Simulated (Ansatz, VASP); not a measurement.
Y3Si2F in VASP and in Ansatz

```
Y Si F
1.0
     4.91051    0.00000    0.00000
    -2.45526    4.25263    0.00000
     0.00000    0.00000    9.35404
Y Si F
3 2 1
Direct
  0.66667 0.33333 0.00000
  0.33333 0.66667 0.77923
  0.33333 0.66667 0.22077
  0.66667 0.33333 0.70870
  0.66667 0.33333 0.29130
  0.66667 0.33333 0.50000
```

Alike in both runs: functional PBE; k mesh 6 × 6 × 2; occupations gaussian, width 0.1 eV; no spin polarisation.

Ansatz relaxed the structure, and its values are those at the end. VASP's run is a single point on that final structure, the one shown.

|  | VASP | Ansatz |
| --- | --- | --- |
| version | VASP 6.6.1 | Ansatz 0.2.0 |
| potentials or method | VASP PAW PBE potentials, release 64 (Y_sv, Si, F) | scalar-relativistic, plane waves, PAW |
| plane-wave cutoff (eV) | 520 | 420 |
| valence electrons in the cell | 48 | 48 |

VASP gave:

```
gap on the k mesh at the Fermi level (eV) : none
pressure (GPa)                            : -0.1
rms of the force components (eV/Å)        : 0.006
```

Task: What did Ansatz give for the same quantities?

Result: gap on the k mesh at the Fermi level (eV): none; pressure (GPa): -0.1; rms of the force components (eV/Å): 0.013.

A gap of «none» marks a metal or a gap that the smearing closes.
